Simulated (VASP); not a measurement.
These are r2SCAN meta-GGA, VASP's PBE PAW potentials (set 64) (plane waves; VASP) values and carry that method's errors.

VASP ran on this input.

**POSCAR**
```
BAs
1
   -0.0000000000     2.3932101388     2.3932101388
    2.3932101388    -0.0000000000     2.3932101388
    2.3932101388     2.3932101388    -0.0000000000
B As
1 1
Direct
  0.0000000000   0.0000000000   0.0000000000
  0.2500000000   0.2500000000   0.2500000000
```

**KPOINTS**
```
Automatic mesh
0
Gamma
10 10 10
0 0 0
```

### INCAR
```
SYSTEM = BAs
PREC = Accurate
ENCUT = 600
EDIFF = 1E-7
NELM = 100
ALGO = Normal
LREAL = .FALSE.
LASPH = .TRUE.
ISMEAR = 0
SIGMA = 0.05
METAGGA = R2SCAN
LMIXTAU = .TRUE.
LMAXMIX = 4
LWAVE = .FALSE.
LCHARG = .FALSE.
ISIF = 3
IBRION = 2
NSW = 40
EDIFFG = -0.01
PSTRESS = 10
```

POTCAR, in this order: B As (PBE.64 set). Program: vasp_std.

Predict the energy per atom (σ→0), volume per atom.

| Quantity | Result |
|---|---|
| energy per atom (σ→0) | -11.128 eV/atom |
| volume per atom | 13.61 Å³/atom |

### OSZICAR
```
...
DAV:   3    -0.222569393716E+02    0.49379E-04   -0.11643E-04   800   0.932E-02    0.200E-02
DAV:   4    -0.222569556700E+02   -0.16298E-04   -0.32677E-05   752   0.564E-02    0.147E-02
DAV:   5    -0.222569516017E+02    0.40682E-05   -0.11682E-05   752   0.360E-02    0.586E-03
DAV:   6    -0.222569603080E+02   -0.87063E-05   -0.47379E-06   768   0.239E-02    0.281E-03
DAV:   7    -0.222569608894E+02   -0.58141E-06   -0.97761E-07   800   0.120E-02    0.946E-04
DAV:   8    -0.222569611675E+02   -0.27808E-06   -0.43078E-08   448   0.247E-03    0.109E-04
DAV:   9    -0.222569611038E+02    0.63730E-07   -0.31090E-09   376   0.621E-04
   3 F= -.22087045E+02 E0= -.22087045E+02  d E =-.596402E-03
```

The compound is BAs in the zinc blende structure. This run relaxes it under an external pressure of 1 GPa. Symmetry was kept, so distortions that lower it aren't found.
